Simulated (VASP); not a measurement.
Output of a VASP run:

File OSZICAR:
```
       N       E                     dE             d eps       ncg     rms          rms(c)
DAV:   1     0.189793386780E+03    0.18979E+03   -0.13449E+04  1752   0.246E+03
DAV:   2     0.498555178067E+02   -0.13994E+03   -0.12778E+03  2064   0.377E+02
DAV:   3     0.390467384976E+02   -0.10809E+02   -0.10240E+02  2500   0.118E+02
DAV:   4     0.387089279404E+02   -0.33781E+00   -0.33633E+00  2228   0.197E+01
DAV:   5     0.386955346273E+02   -0.13393E-01   -0.13386E-01  2584   0.341E+00    0.407E+01
DAV:   6    -0.983397094854E+01   -0.48530E+02   -0.21077E+02  1728   0.205E+02    0.836E+00
DAV:   7    -0.100634570440E+02   -0.22949E+00   -0.58667E+00  2096   0.340E+01    0.585E+00
DAV:   8    -0.989831073722E+01    0.16515E+00   -0.78376E-01  1908   0.936E+00    0.246E+00
DAV:   9    -0.100581699028E+02   -0.15986E+00   -0.52508E-01  2544   0.466E+00    0.208E+00
DAV:  10    -0.100588511492E+02   -0.68125E-03   -0.49875E-02  2232   0.251E+00    0.850E-01
DAV:  11    -0.100035600411E+02    0.55291E-01   -0.56713E-02  2008   0.263E+00    0.625E-01
DAV:  12    -0.100674061743E+02   -0.63846E-01   -0.44432E-02  2284   0.223E+00    0.585E-01
DAV:  13    -0.100659415146E+02    0.14647E-02   -0.96729E-03  2436   0.881E-01    0.559E-02
DAV:  14    -0.100660365549E+02   -0.95040E-04   -0.30029E-04  2160   0.151E-01    0.350E-02
DAV:  15    -0.100659681385E+02    0.68416E-04   -0.29543E-05  2592   0.441E-02    0.320E-02
DAV:  16    -0.100661377575E+02   -0.16962E-03   -0.14017E-04  2492   0.114E-01    0.149E-02
DAV:  17    -0.100661345838E+02    0.31736E-05   -0.43934E-06  1948   0.282E-02    0.105E-02
DAV:  18    -0.100661345214E+02    0.62394E-07   -0.86633E-07   960   0.857E-03
   1 F= -.10066135E+02 E0= -.10066041E+02  d E =-.100661E+02
       N       E                     dE             d eps       ncg     rms          rms(c)
DAV:   1    -0.100672718705E+02   -0.11373E-02   -0.51971E-02  1828   0.260E+00    0.466E-01
DAV:   2    -0.100660329634E+02    0.12389E-02   -0.37021E-03  1944   0.768E-01    0.155E-01
DAV:   3    -0.100659469285E+02    0.86035E-04   -0.23461E-03  2132   0.273E-01    0.404E-02
DAV:   4    -0.100660300523E+02   -0.83124E-04   -0.15406E-04  2080   0.124E-01    0.384E-02
DAV:   5    -0.100660632261E+02   -0.33174E-04   -0.60799E-05  2492   0.587E-02    0.164E-02
DAV:   6    -0.100660674129E+02   -0.41867E-05   -0.21998E-05  1820   0.586E-02    0.367E-03
DAV:   7    -0.100660797866E+02   -0.12374E-04   -0.86359E-06  2432   0.299E-02    0.163E-03
DAV:   8    -0.100660804720E+02   -0.68543E-06   -0.94338E-08   912   0.410E-03
   2 F= -.10066080E+02 E0= -.10065982E+02  d E =0.540494E-04
       N       E                     dE             d eps       ncg     rms          rms(c)
DAV:   1    -0.100666014537E+02   -0.52167E-03   -0.18184E-02  1828   0.154E+00    0.276E-01
DAV:   2    -0.100661781954E+02    0.42326E-03   -0.13343E-03  1936   0.459E-01    0.922E-02
DAV:   3    -0.100661493949E+02    0.28801E-04   -0.80460E-04  2108   0.160E-01    0.226E-02
DAV:   4    -0.100661745511E+02   -0.25156E-04   -0.58218E-05  2304   0.734E-02    0.237E-02
DAV:   5    -0.100661802413E+02   -0.56902E-05   -0.11085E-05  2264   0.268E-02    0.133E-02
DAV:   6    -0.100661788311E+02    0.14101E-05   -0.79303E-06  1860   0.324E-02    0.273E-03
DAV:   7    -0.100661826074E+02   -0.37762E-05   -0.31145E-06  1952   0.174E-02    0.719E-04
DAV:   8    -0.100661822701E+02    0.33725E-06   -0.13420E-07   876   0.399E-03
   3 F= -.10066182E+02 E0= -.10066087E+02  d E =-.477487E-04
```

**OUTCAR**
```
------------------------ aborting loop because EDIFF is reached ----------------------------------------
  FORCE on cell =-STRESS in cart. coord.  units (eV):
  Direction    XX          YY          ZZ          XY          YZ          ZX
  --------------------------------------------------------------------------------------
  Total        0.0007803      0.0007803      0.0007803      0.0000000     -0.0000000     -0.0000000
  in kB        0.0482437      0.0482437      0.0482437      0.0000000     -0.0000000     -0.0000000
  external PRESSURE =       0.0482437 kB  Pullay stress =       0.0000000 kB
  volume of cell :       25.91
      direct lattice vectors                 reciprocal lattice vectors
     0.000000000  2.348744862  2.348744862    -0.212879657  0.212879657  0.212879657
     2.348744862  0.000000000  2.348744862     0.212879657 -0.212879657  0.212879657
     2.348744862  2.348744862  0.000000000     0.212879657  0.212879657 -0.212879657
 POSITION                                       TOTAL-FORCE (eV/Angst)
 -----------------------------------------------------------------------------------
      0.00000      0.00000      0.00000         0.000000     -0.000000      0.000000
      2.34874      2.34874      2.34874        -0.000000      0.000000     -0.000000
 -----------------------------------------------------------------------------------
    total drift:                                0.000000      0.000000      0.000000
  FREE ENERGIE OF THE ION-ELECTRON SYSTEM (eV)
  ---------------------------------------------------
  free  energy   TOTEN  =       -10.0661822701 eV

  energy  without entropy=      -10.0658951641  energy(sigma->0) =      -10.06608657

 reached required accuracy - stopping structural energy minimisation
```
(Selected blocks of OUTCAR.)

**POSCAR**
```
ZrC
1
    0.0000000000     2.3500000000     2.3500000000
    2.3500000000     0.0000000000     2.3500000000
    2.3500000000     2.3500000000     0.0000000000
Zr C
1 1
Direct
  0.0000000000   0.0000000000   0.0000000000
  0.5000000000   0.5000000000   0.5000000000
```

Task: Reconstruct the remaining input files.

Result: One answer among several that fit: the input of the run itself, revTPSS meta-GGA, plane waves, VASP's PBE PAW potentials (set 64).

**KPOINTS**
```
Automatic mesh
0
Gamma
12 12 12
0 0 0
```

INCAR:
```
! general
SYSTEM   =  ZrC
PREC     =  Accurate
ENCUT    =  520
LREAL    =  .FALSE.
LASPH    =  .TRUE.

! electronic loop
EDIFF    =  1E-6
NELM     =  100
ALGO     =  Normal
LMAXMIX  =  4
LMIXTAU  =  .TRUE.

! smearing
ISMEAR   =  1
SIGMA    =  0.1

! functional
METAGGA  =  RTPSS

! ions
IBRION   =  2
NSW      =  60
ISIF     =  3
EDIFFG   =  -0.01

! output
LWAVE    =  .FALSE.
LCHARG   =  .FALSE.
```

POTCAR, in this order: Zr_sv C (PBE.64 set). Program: vasp_std.

The compound is ZrC in the rock salt structure. This run relaxes it. Symmetry was kept, so distortions that lower it aren't found.
